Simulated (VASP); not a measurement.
A convergence study with VASP on ZrO2 (fluorite): one setting is varied, all else stays as given below, so the limit is that of these other settings.

```
ZrO2
1.0
    0.00000     2.54500     2.54500
    2.54500     0.00000     2.54500
    2.54500     2.54500     0.00000
Zr O
1 2
Direct
  0.00000   0.00000   0.00000
  0.25000   0.25000   0.25000
  0.75000   0.75000   0.75000
```

These are PBE GGA, VASP's PBE PAW potentials (set 64) (plane waves; VASP 6.6.1) values and carry that method's errors. The tightest run used: 700 eV cut-off, 12×12×12 Monkhorst-Pack mesh, Gaussian smearing of 0.050 eV, potentials Zr_sv O.

The reference is 12×12×12 mesh, which took about 3 core-minutes. The timings are rough (shared machines, no repeats); factors under 2 mean little.

**Question.** Of the settings 1×1×1 mesh; 2×2×2 mesh; 3×3×3 mesh; 4×4×4 mesh; 5×5×5 mesh; 6×6×6 mesh; 7×7×7 mesh; 8×8×8 mesh; 9×9×9 mesh; 10×10×10 mesh; 11×11×11 mesh; 12×12×12 mesh, which is the lowest that keeps the difference from the reference in E (eV/atom) within 0.001 from there on, and what does it cost?

**Answer.** 4×4×4 mesh; its cost over the reference is about 1/10.
```csv
setting,difference in E (eV/atom),cost over the reference
1×1×1 mesh,0.4314,about 1/30
2×2×2 mesh,0.0236,about 1/30
3×3×3 mesh,0.0014,about 1/20
4×4×4 mesh,0.0002,about 1/10
5×5×5 mesh,0.0000,about 1/20
6×6×6 mesh,0.0000,about 1/7
7×7×7 mesh,0.0000,about 1/9
8×8×8 mesh,0.0000,about 1/3
9×9×9 mesh,0.0000,about 1/5
10×10×10 mesh,0.0000,about 1/2
11×11×11 mesh,0.0000,about 1/4
12×12×12 mesh,0.0000,reference
```

Left out are rungs that failed or repeat a setting and relaxations that didn't move; long series are thinned to 24 rows.

The compound is ZrO2 in the fluorite structure, the high-temperature cubic form, which is unstable at 0 K; the monoclinic form is the stable one. The cell was not relaxed at this level.
